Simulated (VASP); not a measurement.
# SnI3 (Pm-3m) in VASP: single point with LDA

Aim: the single point of SnI3 with LDA.

Everything below comes from runs of VASP 6.6.1. Logs are shortened: lines on timing, memory, paths and dates and some standing lists are left out, and cuts for length are marked.

## 1. Starting point

It takes space group Pm-3m (No. 221, cubic). The conventional cell has a = 6.015 Å, b = 6.015 Å, c = 6.015 Å, α = 90.00°, β = 90.00°, γ = 90.00°. Sn (site symmetry m-3m) is surrounded by 6 I at 3.01 Å. I (site symmetry 4/mmm) is surrounded by 2 Sn at 3.01 Å.

The cell comes from a database or a generator and needn't be the stable form of this composition.

## 2. Single point, LDA

INCAR reads:

```
PREC = Accurate ; ENCUT = 520
EDIFF = 1E-7 ; ISMEAR = -1
SIGMA = 0.05 ; LREAL = F
LASPH = T ; NELM = 100
ALGO = Fast ; ISIF = 2
LWAVE = F ; LCHARG = F
NBANDS = 26
```

KPOINTS reads:

```
regular mesh
0
Gamma
  4 4 4
```

POSCAR reads:

```
SnI3
1.0
    6.0151880000      0.0000000000      0.0000000000
    0.0000000000      6.0151880000      0.0000000000
    0.0000000000      0.0000000000      6.0151880000
Sn I
1 3
Direct
    0.0000000000      0.0000000000      0.0000000000
    0.5000000000      0.0000000000      0.0000000000
    0.0000000000      0.0000000000      0.5000000000
    0.0000000000      0.5000000000      0.0000000000
```

Potentials or basis: VASP PAW LDA potentials, release 64 (Sn_d, I).

Run with:

```sh
$ cat potpaw_LDA.64/Sn_d/POTCAR potpaw_LDA.64/I/POTCAR > POTCAR
$ mpirun -np 1 vasp_std > vasp.out
```

OUTCAR:

```text
PREC = Accurate
   ENCUT = 520
   EDIFF = 1E-7
   ISMEAR = -1
   LREAL = F
   LASPH = T
   NELM = 100
   ISIF = 2

 ion  position               nearest neighbor table
   1  0.000  0.000  0.000-   2 3.01   3 3.01   4 3.01   3 3.01   4 3.01   2 3.01
   2  0.500  0.000  0.000-   1 3.01   1 3.01
   3  0.000  0.000  0.500-   1 3.01   1 3.01
   4  0.000  0.500  0.000-   1 3.01   1 3.01

  LATTYP: Found a simple cubic cell.
 ALAT       =     6.0151880000

  Lattice vectors:

 A1 = (   6.0151880000,   0.0000000000,   0.0000000000)
 A2 = (   0.0000000000,   6.0151880000,   0.0000000000)
 A3 = (   0.0000000000,   0.0000000000,   6.0151880000)

Analysis of symmetry for initial positions (statically):
=====================================================================
 Subroutine PRICEL returns:
 Original cell was already a primitive cell.

 Routine SETGRP: Setting up the symmetry group for a
 simple cubic supercell.

 Subroutine GETGRP returns: Found 48 space group operations
 (whereof 48 operations were pure point group operations)
 out of a pool of 48 trial point group operations.

The static configuration has the point symmetry O_h .

Analysis of symmetry for dynamics (positions and initial velocities):
=====================================================================
 Subroutine PRICEL returns:
 Original cell was already a primitive cell.

 Routine SETGRP: Setting up the symmetry group for a
 simple cubic supercell.

 Subroutine GETGRP returns: Found 48 space group operations
 (whereof 48 operations were pure point group operations)
 out of a pool of 48 trial point group operations.

The dynamic configuration has the point symmetry O_h .

 Subroutine INISYM returns: Found 48 space group operations
 (whereof 48 operations are pure point group operations),
 and found     1 'primitive' translations

----------------------------------------------------------------------------------------

                                     Primitive cell

  volume of cell :     217.6445

  direct lattice vectors                    reciprocal lattice vectors
     6.015188000  0.000000000  0.000000000     0.166245843  0.000000000  0.000000000
     0.000000000  6.015188000  0.000000000     0.000000000  0.166245843  0.000000000
     0.000000000  0.000000000  6.015188000     0.000000000  0.000000000  0.166245843

  length of vectors
     6.015188000  6.015188000  6.015188000     0.166245843  0.166245843  0.166245843

  position of ions in fractional coordinates (direct lattice)
     0.000000000  0.000000000  0.000000000
     0.500000000  0.000000000  0.000000000
     0.000000000  0.000000000  0.500000000
     0.000000000  0.500000000  0.000000000

  ion indices of the primitive-cell ions
   primitive index   ion index
                 1           1
                 2           2
                 3           3
                 4           4

----------------------------------------------------------------------------------------

 KPOINTS: regular mesh

Automatic generation of k-mesh.
 Grid dimensions read from file:
 generate k-points for:    4    4    4

 Generating k-lattice:

  Cartesian coordinates                     Fractional coordinates (reciprocal lattice)
     0.041561461  0.000000000  0.000000000     0.250000000  0.000000000  0.000000000
     0.000000000  0.041561461  0.000000000     0.000000000  0.250000000  0.000000000
     0.000000000  0.000000000  0.041561461     0.000000000  0.000000000  0.250000000

  Length of vectors
     0.041561461  0.041561461  0.041561461

  Shift w.r.t. Gamma in fractional coordinates (k-lattice)
     0.000000000  0.000000000  0.000000000

 Subroutine IBZKPT returns following result:
 ===========================================

 Found     10 irreducible k-points:

 Following reciprocal coordinates:
            Coordinates               Weight
  0.000000  0.000000  0.000000      1.000000
  0.250000  0.000000  0.000000      6.000000
  0.500000  0.000000  0.000000      3.000000
  0.250000  0.250000  0.000000     12.000000
  0.500000  0.250000  0.000000     12.000000
  0.500000  0.500000  0.000000      3.000000
  0.250000  0.250000  0.250000      8.000000
  0.500000  0.250000  0.250000     12.000000
  0.500000  0.500000  0.250000      6.000000
  0.500000  0.500000  0.500000      1.000000
   k-points           NKPTS =     10   k-points in BZ     NKDIM =     10   number of bands    NBANDS=     26
   number of dos      NEDOS =    301   number of ions     NIONS =      4
   total plane-waves  NPLWV = 110592
   dimension x,y,z NGX =    48 NGY =   48 NGZ =   48
   dimension x,y,z NGXF=    96 NGYF=   96 NGZF=   96
   ions per type =               1   3
   NGX,Y,Z   is equivalent  to a cutoff of  13.27, 13.27, 13.27 a.u.
   NGXF,Y,Z  is equivalent  to a cutoff of  26.53, 26.53, 26.53 a.u.
 SYSTEM =  unknown system
   PREC   = accura    normal or accurate (medium, high low for compatibility)
   ISTART =      0    job   : 0-new  1-cont  2-samecut
   ICHARG =      2    charge: 1-file 2-atom 10-const
   ISPIN  =      1    spin polarized calculation?
   LNONCOLLINEAR =      F non collinear calculations
   LSORBIT =      F    spin-orbit coupling
   LASPH  =      T    aspherical Exc in radial PAW
   ENCUT  =  520.0 eV  38.22 Ry    6.18 a.u.  11.18 11.18 11.18*2*pi/ulx,y,z
   NELM   =    100;   NELMIN=  2; NELMDL= -5     # of ELM steps
   EDIFF  = 0.1E-06   stopping-criterion for ELM
   LREAL  =      F    real-space projection
   EDIFFG = 0.1E-05   stopping-criterion for IOM
   NSW    =      0    number of steps for IOM
   IBRION =     -1    ionic relax: 0-MD 1-quasi-New 2-CG
   NFREE  =      0    steps in history (QN), initial steepest desc. (CG)
   ISIF   =      2    stress and relaxation
   ISYM   =      2    0-nonsym 1-usesym 2-fastsym
   POTIM  = 0.5000    time-step for ionic-motion
   TEBEG  =    0.0;   TEEND  =   0.0 temperature during run
   PSTRESS=    0.0 pullay stress
   NELECT =      35.0000    total number of electrons
   NUPDOWN=      -1.0000    fix difference up-down
   EMIN   =  10.00;   EMAX   =-10.00  energy-range for DOS
   EFERMI =   0.00;   METHOD = LEGACY
   ISMEAR =    -1;   SIGMA  =   0.05  broadening in eV -4-tet -1-fermi 0-gaus
   EFERMI_NEDOS =   21; number of points for ismear=-14 and -15
   IALGO  =     68    algorithm
   IMIX   =      4    mixing-type and parameters
     AMIX     =   0.40;   BMIX     =  1.00
     AMIX_MAG =   1.60;   BMIX_MAG =  1.00
  volume/ion in A,a.u.               =      54.41       367.18
  Fermi-wavevector in a.u.,A,eV,Ry     =   0.890256  1.682340 10.783379  0.792556
  Thomas-Fermi vector in A             =   2.011923
   LORBIT       =      0    0 simple, 1 ext, 2 COOP (PROOUT), +10 PAW based schemes
   GGA     = CA    functional components
   LHFCALC =     F    Hartree Fock is set to
   AEXX    =    0.0000 exact exchange contribution
   IVDW    =     0    specifies the selected vdW correction
   LEPSILON=     F    determine dielectric tensor
   LRPA    =     F    only Hartree local field effects (RPA)
 non-spin polarized calculation
 RMM-DIIS sequential band-by-band and
  energy-cutoff  :      520.00
  volume of cell :      217.64
 maximum number of plane-waves:      5904
 NGX is ok and might be reduce to    48
   NGX = 23   NGY = 23   NGZ = 23

 number of electron      35.0000008 magnetization

 Free energy of the ion-electron system (eV)
  ---------------------------------------------------
  ext. energy  EPLUGINS =         0.00000000
  ---------------------------------------------------
  free energy    TOTEN  =       -11.12602812 eV

  energy without entropy =      -11.09122547  energy(sigma->0) =      -11.10862679

 E-fermi :   0.1231     XC(G=0):  -7.0402

 val. band max:        0.1053265164   @ k =   0.5000   0.5000   0.5000
 cond. band min:       0.1373955217   @ k =   0.5000   0.2500   0.0000
 fundamental gap:      0.0320690052
 Fermi energy:         0.1230927058

 k-point     1 :       0.0000    0.0000    0.0000
  band No.  band energies     occupation
      1     -21.2821      2.00000
      2     -21.2821      2.00000
      3     -21.2398      2.00000
      4     -21.2398      2.00000
      5     -21.2398      2.00000
      6     -12.1375      2.00000
[... 18 lines left out ...]
     25       6.7352      0.00000
     26       6.7353      0.00000

 k-point     2 :       0.2500    0.0000    0.0000
  band No.  band energies     occupation
      1     -21.2821      2.00000
      2     -21.2811      2.00000
      3     -21.2399      2.00000
      4     -21.2399      2.00000
      5     -21.2398      2.00000
      6     -12.0346      2.00000
[... 18 lines left out ...]
     25       6.8683      0.00000
     26       7.3300      0.00000

 k-point     3 :       0.5000    0.0000    0.0000
  band No.  band energies     occupation
      1     -21.2821      2.00000
      2     -21.2800      2.00000
      3     -21.2400      2.00000
      4     -21.2400      2.00000
      5     -21.2398      2.00000
      6     -11.8746      2.00000
[... 18 lines left out ...]
     25       7.4422      0.00000
     26       7.4423      0.00000

 k-point     4 :       0.2500    0.2500    0.0000
  band No.  band energies     occupation
      1     -21.2816      2.00000
      2     -21.2805      2.00000
      3     -21.2400      2.00000
      4     -21.2399      2.00000
      5     -21.2399      2.00000
      6     -11.9337      2.00000
[... 18 lines left out ...]
     25       7.1173      0.00000
     26       7.4447      0.00000
[... 90 lines left out ...]
      1     -21.2805      2.00000
      2     -21.2795      2.00000
      3     -21.2402      2.00000
      4     -21.2402      2.00000
      5     -21.2400      2.00000
      6     -11.6825      2.00000
[... 18 lines left out ...]
     25       7.7885      0.00000
     26       7.9296      0.00000

 k-point     9 :       0.5000    0.5000    0.2500
  band No.  band energies     occupation
      1     -21.2800      2.00000
      2     -21.2790      2.00000
      3     -21.2403      2.00000
      4     -21.2402      2.00000
      5     -21.2402      2.00000
      6     -11.5058      2.00000
[... 18 lines left out ...]
     25       8.3282      0.00000
     26       8.4545      0.00000

 k-point    10 :       0.5000    0.5000    0.5000
  band No.  band energies     occupation
      1     -21.2790      2.00000
      2     -21.2790      2.00000
      3     -21.2403      2.00000
      4     -21.2403      2.00000
      5     -21.2403      2.00000
      6     -11.4497      2.00000
[... 18 lines left out ...]
     25       7.8787      0.00000
     26       8.5558      0.00000

------------------------ aborting loop because EDIFF is reached ----------------------------------------

  FORCE on cell =-STRESS in cart. coord.  units (eV):
  Direction    XX          YY          ZZ          XY          YZ          ZX
  --------------------------------------------------------------------------------------
  -------------------------------------------------------------------------------------
  Total       -2.2243037     -2.2243037     -2.2243037      0.0000000      0.0000000     -0.0000000
  in kB      -16.3740851    -16.3740851    -16.3740851      0.0000000      0.0000000     -0.0000000
  external PRESSURE =     -16.3740851 kB  Pullay stress =       0.0000000 kB

 VOLUME and BASIS-vectors are now :
 -----------------------------------------------------------------------------
  energy-cutoff  :      520.00
  volume of cell :      217.64
      direct lattice vectors                 reciprocal lattice vectors
     6.015188000  0.000000000  0.000000000     0.166245843  0.000000000  0.000000000
     0.000000000  6.015188000  0.000000000     0.000000000  0.166245843  0.000000000
     0.000000000  0.000000000  6.015188000     0.000000000  0.000000000  0.166245843

 POSITION                                       TOTAL-FORCE (eV/Angst)
 -----------------------------------------------------------------------------------
      0.00000      0.00000      0.00000         0.000000      0.000000      0.000000
      3.00759      0.00000      0.00000         0.000000      0.000000      0.000000
      0.00000      0.00000      3.00759         0.000000      0.000000      0.000000
      0.00000      3.00759      0.00000         0.000000      0.000000      0.000000
 -----------------------------------------------------------------------------------
    total drift:                                0.000000      0.000000      0.000000

  FREE ENERGIE OF THE ION-ELECTRON SYSTEM (eV)
  ---------------------------------------------------
  free  energy   TOTEN  =       -11.1260281197 eV

  energy  without entropy=      -11.0912254670  energy(sigma->0) =      -11.10862679
```

Wall time 83 s (1 thread of Intel Xeon Platinum 8488C (Sapphire Rapids), shared host); peak memory 0.26 GiB.

What came out:

| Quantity | Value |
| --- | --- |
| Free energy | -11.1260 eV |
| Pressure | -1.6 GPa |
| Band gap on the k mesh | none (metal or under the smearing width) |

Levels at points of the mesh, in eV from the Fermi level:
| k point | band 13 | band 14 | band 15 | band 16 | band 17 | band 18 | band 19 | band 20 | band 21 | band 22 |
| --- | --- | --- | --- | --- | --- | --- | --- | --- | --- | --- |
| (0.00, 0.00, 0.00) | -0.70 | -0.70 | -0.70 | -0.64 | -0.64 | -0.64 | 4.65 | 5.66 | 5.66 | 5.66 |
| (0.50, 0.00, 0.00) | -1.03 | -1.03 | -0.83 | -0.66 | -0.66 | -0.18 | 2.35 | 5.85 | 5.89 | 5.94 |
| (0.50, 0.50, 0.00) | -1.24 | -1.24 | -1.02 | -1.02 | -0.02 | 0.77 | 1.96 | 1.96 | 5.56 | 6.70 |
| (0.50, 0.50, 0.50) | -1.31 | -1.31 | -0.02 | -0.02 | -0.02 | 1.43 | 1.43 | 1.43 | 1.69 | 5.31 |

Caveat: an odd number of electrons without spin polarisation forces a metal; a magnetic or distorted state may lie lower. The run has no spin-orbit coupling, so splittings on I are missing.
